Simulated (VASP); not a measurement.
These are PBE GGA with D3 dispersion (Becke-Johnson damping), VASP's PBE PAW potentials (set 64) (plane waves; VASP) values and carry that method's errors.

The input files of a VASP run:

### KPOINTS
```
Automatic mesh
0
Gamma
6 6 6
0 0 0
```

### POSCAR
```
KMgF3
1.0
  4.0841781390   0.0000000000   0.0000000000
  0.0000000000   4.0841781390   0.0000000000
  0.0000000000   0.0000000000   4.0841781390
K Mg F
1 1 3
Cart
  0.0000000000   0.0000000000   0.0000000000
  2.0420890695   2.0420890695   2.0420890695
  2.0420890695   0.0000000000   2.0420890695
  0.0000000000   2.0420890695   2.0420890695
  2.0420890695   2.0420890695   0.0000000000
```

### INCAR
```
SYSTEM=KMgF3
PREC=Accurate; ENCUT=520; LREAL=.FALSE.
LASPH=.TRUE.
EDIFF=1E-7; NELM=100; ALGO=Normal
ISMEAR=0; SIGMA=0.05
GGA=PE; IVDW=12
ISIF=2
LWAVE=.FALSE.; LCHARG=.FALSE.
```

POTCAR, in this order: K_sv Mg F (PBE.64 set). Program: vasp_std.

Output

OUTCAR:
```
 ion  position               nearest neighbor table
   1  0.000  0.000  0.000-   2 3.54   2 3.54   2 3.54   2 3.54   2 3.54   2 3.54   2 3.54   2 3.54
  LATTYP: Found a simple cubic cell.
 ALAT       =     4.0841781390
 Subroutine PRICEL returns:
 Original cell was already a primitive cell.
 Subroutine GETGRP returns: Found 48 space group operations
The static configuration has the point symmetry O_h .
The dynamic configuration has the point symmetry O_h .
 Subroutine INISYM returns: Found 48 space group operations
 Subroutine IBZKPT returns following result:
 Found     20 irreducible k-points:

 Following reciprocal coordinates:
            Coordinates               Weight
  0.000000  0.000000  0.000000      1.000000
  0.166667  0.000000  0.000000      6.000000
  0.333333  0.000000  0.000000      6.000000
  0.500000  0.000000  0.000000      3.000000
  0.166667  0.166667  0.000000     12.000000
  0.333333  0.166667  0.000000     24.000000
  0.500000  0.166667  0.000000     12.000000
  0.333333  0.333333  0.000000     12.000000
  0.500000  0.333333  0.000000     12.000000
  0.500000  0.500000  0.000000      3.000000
  0.166667  0.166667  0.166667      8.000000
  0.333333  0.166667  0.166667     24.000000
  0.500000  0.166667  0.166667     12.000000
  0.333333  0.333333  0.166667     24.000000
  0.500000  0.333333  0.166667     24.000000
  0.500000  0.500000  0.166667      6.000000
  0.333333  0.333333  0.333333      8.000000
  0.500000  0.333333  0.333333     12.000000
  0.500000  0.500000  0.333333      6.000000
  0.500000  0.500000  0.500000      1.000000
   k-points           NKPTS =     20   k-points in BZ     NKDIM =     20   number of bands    NBANDS=     20
   number of dos      NEDOS =    301   number of ions     NIONS =      5
   total plane-waves  NPLWV =  27000
   dimension x,y,z NGX =    30 NGY =   30 NGZ =   30
   dimension x,y,z NGXF=    60 NGYF=   60 NGZF=   60
   ions per type =               1   1   3
   PREC   = accura    normal or accurate (medium, high low for compatibility)
   ISTART =      0    job   : 0-new  1-cont  2-samecut
   ICHARG =      2    charge: 1-file 2-atom 10-const
   ISPIN  =      1    spin polarized calculation?
   LNONCOLLINEAR =      F non collinear calculations
   LSORBIT =      F    spin-orbit coupling
   INIWAV =      1    electr: 0-lowe 1-rand  2-diag
   ENCUT  =  520.0 eV  38.22 Ry    6.18 a.u.   7.59  7.59  7.59*2*pi/ulx,y,z
   NELM   =    100;   NELMIN=  2; NELMDL= -5     # of ELM steps
   EDIFF  = 0.1E-06   stopping-criterion for ELM
   LREAL  =      F    real-space projection
   NLSPLINE    = F    spline interpolate recip. space projectors
   LMAXMIX     =    2 max onsite mixed and CHGCAR
   VOSKOWN=      0    Vosko Wilk Nusair interpolation
   EDIFFG = 0.1E-05   stopping-criterion for IOM
   NSW    =      0    number of steps for IOM
   NBLOCK =      1;   KBLOCK =      1    inner block; outer block
   IBRION =     -1    ionic relax: 0-MD 1-quasi-New 2-CG
   NFREE  =      0    steps in history (QN), initial steepest desc. (CG)
   ISIF   =      2    stress and relaxation
   ISYM   =      2    0-nonsym 1-usesym 2-fastsym
   TEIN   =    0.0    initial temperature
   TEBEG  =    0.0;   TEEND  =   0.0 temperature during run
   SMASS  =  -3.00    Nose mass-parameter (am)
   PSTRESS=    0.0 pullay stress
   NELECT =      32.0000    total number of electrons
   EFERMI =   0.00;   METHOD = LEGACY
   ISMEAR =     0;   SIGMA  =   0.05  broadening in eV -4-tet -1-fermi 0-gaus
   IALGO  =     38    algorithm
   LDIAG  =      T    sub-space diagonalisation (order eigenvalues)
   IMIX   =      4    mixing-type and parameters
     AMIX     =   0.40;   BMIX     =  1.00
     AMIX_MAG =   1.60;   BMIX_MAG =  1.00
     AMIN     =   0.10
...
```

**OSZICAR**
```
       N       E                     dE             d eps       ncg     rms          rms(c)
DAV:   1     0.248603529375E+03    0.24860E+03   -0.17481E+04   800   0.154E+03
DAV:   2    -0.152796717651E+02   -0.26388E+03   -0.25559E+03  1092   0.380E+02
DAV:   3    -0.263152632681E+02   -0.11036E+02   -0.11013E+02   960   0.784E+01
DAV:   4    -0.266757547857E+02   -0.36049E+00   -0.35988E+00  1400   0.116E+01
DAV:   5    -0.266767839651E+02   -0.10292E-02   -0.10291E-02   920   0.651E-01    0.894E+00
DAV:   6    -0.244560196565E+02    0.22208E+01   -0.97651E+00   892   0.222E+01    0.359E+00
DAV:   7    -0.244433451694E+02    0.12674E-01   -0.22716E-01  1056   0.329E+00    0.226E+00
DAV:   8    -0.244418400801E+02    0.15051E-02   -0.73958E-02   932   0.298E+00    0.273E-01
DAV:   9    -0.244418942274E+02   -0.54147E-04   -0.12435E-02  1024   0.805E-01    0.120E-01
DAV:  10    -0.244422489106E+02   -0.35468E-03   -0.11434E-03  1088   0.269E-01    0.631E-02
DAV:  11    -0.244422890693E+02   -0.40159E-04   -0.15047E-04   956   0.992E-02    0.258E-02
DAV:  12    -0.244422722731E+02    0.16796E-04   -0.85766E-05   940   0.636E-02    0.169E-03
DAV:  13    -0.244422725834E+02   -0.31025E-06   -0.16184E-06  1004   0.100E-02    0.914E-04
DAV:  14    -0.244422724456E+02    0.13782E-06   -0.23202E-07   756   0.360E-03    0.434E-04
DAV:  15    -0.244422724767E+02   -0.31172E-07   -0.14921E-08   628   0.106E-03
   1 F= -.25216028E+02 E0= -.25216028E+02  d E =-.176440E-15
```

File OUTCAR:
```
------------------------ aborting loop because EDIFF is reached ----------------------------------------
 Edisp (eV)   -0.77376
  FORCE on cell =-STRESS in cart. coord.  units (eV):
  Direction    XX          YY          ZZ          XY          YZ          ZX
  --------------------------------------------------------------------------------------
  Total      -1.51929    -1.51929    -1.51929    -0.00000     0.00000    -0.00000
  in kB     -35.73036   -35.73036   -35.73036    -0.00000     0.00000    -0.00000
  external pressure =      -35.73 kB  Pullay stress =        0.00 kB
  volume of cell :       68.13
      direct lattice vectors                 reciprocal lattice vectors
     4.084178139  0.000000000  0.000000000     0.244847302  0.000000000  0.000000000
     0.000000000  4.084178139  0.000000000     0.000000000  0.244847302  0.000000000
     0.000000000  0.000000000  4.084178139     0.000000000  0.000000000  0.244847302
 POSITION                                       TOTAL-FORCE (eV/Angst)
 -----------------------------------------------------------------------------------
      0.00000      0.00000      0.00000         0.000000      0.000000      0.000000
      2.04209      2.04209      2.04209         0.000000      0.000000      0.000000
      2.04209      0.00000      2.04209         0.000000      0.000000      0.000000
      0.00000      2.04209      2.04209         0.000000      0.000000      0.000000
      2.04209      2.04209      0.00000         0.000000      0.000000      0.000000
 -----------------------------------------------------------------------------------
    total drift:                                0.000000      0.000000     -0.000000
  FREE ENERGIE OF THE ION-ELECTRON SYSTEM (eV)
  ---------------------------------------------------
  free  energy   TOTEN  =       -25.2160278706 eV

  energy  without entropy=      -25.2160278706  energy(sigma->0) =      -25.21602787
```
(Selected blocks of OUTCAR.)

The compound is KMgF3 in the cubic perovskite structure. This cell is one point of a volume scan, at 1.06 of the reference volume.
